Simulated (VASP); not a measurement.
All values below come from r2SCAN meta-GGA, VASP's PBE PAW potentials (set 64) (plane waves; VASP 6.6.1).

A VASP calculation is set up with these files.

**POSCAR**
```
Sn3Te2Se
1
    4.4233610761     0.0000000000     0.0000000000
   -2.2116805381     3.8307434633     0.0000000000
    0.0000000000     0.0000000000    10.8002234646
Sn Te Se
3 2 1
Direct
  1.0000000000   0.0000000000   0.5000000000
  0.3333330000   0.6666670000   0.1518851595
  0.6666670000   0.3333330000   0.8481148405
  0.3333330000   0.6666670000   0.6742255967
  0.6666670000   0.3333330000   0.3257744033
  1.0000000000   0.0000000000   0.0000000000
```

**INCAR**
```
SYSTEM = Sn3Te2Se
PREC = Accurate
ENCUT = 400
EDIFF = 1E-6
NELM = 100
ALGO = Normal
LREAL = .FALSE.
LASPH = .TRUE.
ISMEAR = 0
SIGMA = 0.05
METAGGA = R2SCAN
LMIXTAU = .TRUE.
LMAXMIX = 4
LWAVE = .FALSE.
LCHARG = .FALSE.
IBRION = 2
ISIF = 3
NSW = 60
EDIFFG = -0.02
```

### KPOINTS
```
Automatic mesh
0
Gamma
5 5 2
0 0 0
```

POTCAR, in this order: Sn_d Te Se (PBE.64 set). Program: vasp_std.

Output of the run:

**OSZICAR**
```
       N       E                     dE             d eps       ncg     rms          rms(c)
DAV:   1     0.409146849609E+03    0.40915E+03   -0.25053E+04   736   0.177E+03
DAV:   2    -0.704933120057E+02   -0.47964E+03   -0.47070E+03   736   0.475E+02
DAV:   3    -0.146846598964E+03   -0.76353E+02   -0.73750E+02   884   0.174E+02
DAV:   4    -0.150778665892E+03   -0.39321E+01   -0.39062E+01   836   0.417E+01
DAV:   5    -0.150912281684E+03   -0.13362E+00   -0.13343E+00   956   0.799E+00    0.734E+00
DAV:   6    -0.147188307706E+03    0.37240E+01   -0.22500E+00  1000   0.162E+01    0.529E+00
DAV:   7    -0.140241776961E+03    0.69465E+01   -0.19999E+00   740   0.735E+00    0.144E+00
DAV:   8    -0.141077342399E+03   -0.83557E+00   -0.20480E+00   752   0.759E+00    0.141E+00
DAV:   9    -0.140979597751E+03    0.97745E-01   -0.11804E-01   824   0.236E+00    0.775E-01
DAV:  10    -0.140980546180E+03   -0.94843E-03   -0.15176E-02   836   0.665E-01    0.534E-01
DAV:  11    -0.141181608387E+03   -0.20106E+00   -0.19416E-01   736   0.253E+00    0.299E-01
DAV:  12    -0.141181094600E+03    0.51379E-03   -0.14321E-02   916   0.596E-01    0.244E-01
DAV:  13    -0.141186423461E+03   -0.53289E-02   -0.11950E-03   776   0.190E-01    0.199E-01
DAV:  14    -0.141189956952E+03   -0.35335E-02   -0.73030E-03   808   0.498E-01    0.225E-01
DAV:  15    -0.141191986305E+03   -0.20294E-02   -0.39849E-03   768   0.485E-01    0.364E-01
DAV:  16    -0.141192424460E+03   -0.43815E-03   -0.80568E-04   768   0.209E-01    0.276E-01
DAV:  17    -0.141192153049E+03    0.27141E-03   -0.39345E-04   884   0.131E-01    0.169E-01
DAV:  18    -0.141192121035E+03    0.32015E-04   -0.43444E-04   788   0.107E-01    0.698E-02
DAV:  19    -0.141192091560E+03    0.29475E-04   -0.25577E-04   844   0.887E-02    0.148E-02
DAV:  20    -0.141192123236E+03   -0.31676E-04   -0.57151E-05   812   0.498E-02    0.167E-02
DAV:  21    -0.141192118430E+03    0.48062E-05   -0.16158E-05   704   0.269E-02    0.441E-03
DAV:  22    -0.141192122927E+03   -0.44970E-05   -0.66133E-06   684   0.176E-02    0.730E-03
DAV:  23    -0.141192122910E+03    0.17712E-07   -0.79155E-07   448   0.637E-03
   1 F= -.14119212E+03 E0= -.14119156E+03  d E =-.141192E+03
       N       E                     dE             d eps       ncg     rms          rms(c)
DAV:   1    -0.141194159210E+03   -0.20363E-02   -0.55602E-02   888   0.223E+00    0.265E-01
DAV:   2    -0.141192733050E+03    0.14262E-02   -0.37598E-03   932   0.728E-01    0.125E-01
DAV:   3    -0.141192391657E+03    0.34139E-03   -0.13203E-03   936   0.377E-01    0.396E-02
DAV:   4    -0.141192320754E+03    0.70902E-04   -0.38970E-04   752   0.132E-01    0.173E-02
DAV:   5    -0.141192412282E+03   -0.91527E-04   -0.12565E-04   744   0.693E-02    0.837E-03
DAV:   6    -0.141192415072E+03   -0.27904E-05   -0.81447E-06   784   0.189E-02    0.477E-03
DAV:   7    -0.141192413301E+03    0.17715E-05   -0.19553E-06   568   0.994E-03    0.148E-03
DAV:   8    -0.141192416241E+03   -0.29406E-05   -0.90984E-07   432   0.768E-03    0.822E-04
DAV:   9    -0.141192414402E+03    0.18395E-05   -0.40322E-07   416   0.495E-03    0.423E-04
DAV:  10    -0.141192416147E+03   -0.17453E-05   -0.13957E-07   408   0.301E-03    0.254E-04
DAV:  11    -0.141192415169E+03    0.97776E-06   -0.41662E-08   408   0.190E-03
   2 F= -.14119242E+03 E0= -.14119186E+03  d E =-.292260E-03
```

OUTCAR:
```
------------------------ aborting loop because EDIFF is reached ----------------------------------------
  FORCE on cell =-STRESS in cart. coord.  units (eV):
  Direction    XX          YY          ZZ          XY          YZ          ZX
  --------------------------------------------------------------------------------------
  Total       -0.0456613     -0.0456613      0.0916655      0.0000000     -0.0000000      0.0000000
  in kB       -0.3990489     -0.3990490      0.8010943      0.0000000     -0.0000000      0.0000000
  external PRESSURE =       0.0009988 kB  Pullay stress =       0.0000000 kB
  volume of cell :      183.33
      direct lattice vectors                 reciprocal lattice vectors
     4.423456587 -0.000000000  0.000000000     0.226067552  0.130520148 -0.000000000
    -2.211728293  3.830826178 -0.000000000     0.000000000  0.261040296 -0.000000000
     0.000000000  0.000000000 10.818790180    -0.000000000 -0.000000000  0.092431777
 POSITION                                       TOTAL-FORCE (eV/Angst)
 -----------------------------------------------------------------------------------
      0.00000     -0.00000      5.40940         0.000000      0.000000      0.000000
     -0.00000      2.55389      1.64358        -0.000000      0.000000      0.008041
      2.21173      1.27694      9.17521         0.000000     -0.000000     -0.008041
     -0.00000      2.55389      7.29376        -0.000000     -0.000000     -0.009982
      2.21173      1.27694      3.52503         0.000000      0.000000      0.009982
      0.00000     -0.00000      0.00000         0.000000      0.000000      0.000000
 -----------------------------------------------------------------------------------
    total drift:                                0.000000      0.000000      0.000000
  FREE ENERGIE OF THE ION-ELECTRON SYSTEM (eV)
  ---------------------------------------------------
  free  energy   TOTEN  =      -141.1924151693 eV

  energy  without entropy=     -141.1913059297  energy(sigma->0) =     -141.19186055

 reached required accuracy - stopping structural energy minimisation
```
(Selected blocks of OUTCAR.)

**CONTCAR**
```
Sn3Te2Se
   1.00000000000000
     4.4234565868789790   -0.0000000000000012    0.0000000000000000
    -2.2117282934894917    3.8308261780869262   -0.0000000000000000
     0.0000000000000000    0.0000000000000000   10.8187901800926216
  Sn              Te              Se
     3     2     1
Direct
     0.0000000000000000    0.0000000000000000    0.5000000000000000
     0.3333330000000032    0.6666669999999968    0.1519188933543147
     0.6666669999999968    0.3333330000000032    0.8480811066456854
     0.3333330000000032    0.6666669999999968    0.6741755935002087
     0.6666669999999968    0.3333330000000032    0.3258244064997913
     0.0000000000000000    0.0000000000000000    0.0000000000000000
```

**OUTCAR**
```
 val. band max:        6.5072327761   @ k =   0.0000   0.0000   0.5000

 cond. band min:       6.5203123467   @ k =   0.0000   0.0000   0.5000


 Fermi energy:         6.5137725613

 k-point     1 :       0.0000    0.0000    0.0000
  band No.  band energies     occupation
      1     -16.3490      2.00000
      2     -16.3489      2.00000
      3     -16.3445      2.00000
      4     -16.3445      2.00000
      5     -16.3384      2.00000
      6     -16.3384      2.00000
      7     -16.3361      2.00000
      8     -16.3359      2.00000
      9     -16.3343      2.00000
     10     -16.3342      2.00000
     11     -16.3292      2.00000
     12     -16.3292      2.00000
     13     -16.3191      2.00000
     14     -16.3191      2.00000
     15     -16.3189      2.00000
     16      -7.9785      2.00000
     17      -6.5254      2.00000
     18      -6.0714      2.00000
     19      -1.6267      2.00000
     20      -1.2404      2.00000
     21       1.3074      2.00000
     22       3.4781      2.00000
     23       3.4781      2.00000
     24       3.8989      2.00000
     25       4.2583      2.00000
     26       4.2583      2.00000
     27       4.3912      2.00000
     28       4.3912      2.00000
     29       5.5796      2.00000
     30       5.7422      2.00000
     31       7.4917      0.00000
     32       7.4918      0.00000
     33       7.5532      0.00000
     34       7.5542      0.00000
     35       7.5543      0.00000
     36       7.6368      0.00000

 k-point     2 :       0.2000    0.0000    0.0000
  band No.  band energies     occupation
      1     -16.3542      2.00000
      2     -16.3478      2.00000
      3     -16.3467      2.00000
      4     -16.3431      2.00000
      5     -16.3394      2.00000
      6     -16.3375      2.00000
      7     -16.3361      2.00000
      8     -16.3349      2.00000
      9     -16.3332      2.00000
     10     -16.3325      2.00000
     11     -16.3298      2.00000
     12     -16.3282      2.00000
...
```

Unless said otherwise, spin-orbit coupling is left out, though it shifts the bands of the heavy elements here.

The structure comes from a computed database's Sn3Te2Se entry (P-3m1); how it stands against other phases isn't given here. This run relaxes it. Symmetry was kept, so distortions that lower it aren't found. The start is the result of an earlier pass.
